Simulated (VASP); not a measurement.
The system is LiLu3.

```
CELL_PARAMETERS angstrom
6.83932 0.00000 0.00000
-3.41966 5.92303 0.00000
0.00000 0.00000 5.41376
ATOMIC_POSITIONS crystal
Lu 0.33573 0.16787 0.75000
Lu 0.83213 0.16787 0.75000
Lu 0.83213 0.66427 0.75000
Lu 0.66427 0.83213 0.25000
Lu 0.16787 0.83213 0.25000
Lu 0.16787 0.33573 0.25000
Li 0.66667 0.33333 0.25000
Li 0.33333 0.66667 0.75000
```

The cell comes from a database or a generator and needn't be the stable form of this composition.

```yaml
Program: VASP 6.6.1
Task: single point
Functional: PBE
Potentials_or_basis: VASP PAW PBE potentials, release 64 (Lu, Li_sv)
Cutoff: 520 eV
k_mesh: 5 × 5 × 5
Occupations: fermi-dirac, width 0.05 eV
Spin: no spin polarisation
```

On this cell: largest force 0.052 eV/Å; band gap on the k mesh none (metal or under the smearing width).

The same run follows on a disturbed copy (atoms moved at random, drawn with an rms of 0.05 Å):

```
CELL_PARAMETERS angstrom
6.83932 0.00000 0.00000
-3.41966 5.92303 0.00000
0.00000 0.00000 5.41376
ATOMIC_POSITIONS crystal
Lu 0.33354 0.16493 0.75462
Lu 0.84417 0.17733 0.75103
Lu 0.82934 0.66228 0.74399
Lu 0.66932 0.83658 0.24656
Lu 0.17500 0.83181 0.24262
Lu 0.15982 0.33871 0.24892
Li 0.66617 0.33549 0.26060
Li 0.33090 0.66483 0.76418
```

Q: What changes?

A: The energy (extrapolated to zero smearing) moves by +6.6 meV/atom; largest force 0.413 eV/Å; band gap on the k mesh none (metal or under the smearing width).

Forces on the atoms (eV/Å):
```
Lu   0.061  0.023 -0.139
Lu  -0.224 -0.188 -0.023
Lu   0.039  0.137  0.063
Lu   0.038 -0.066  0.065
Lu  -0.327  0.140  0.211
Lu   0.347 -0.077  0.154
Li   0.016 -0.011 -0.133
Li   0.050  0.042 -0.197
```
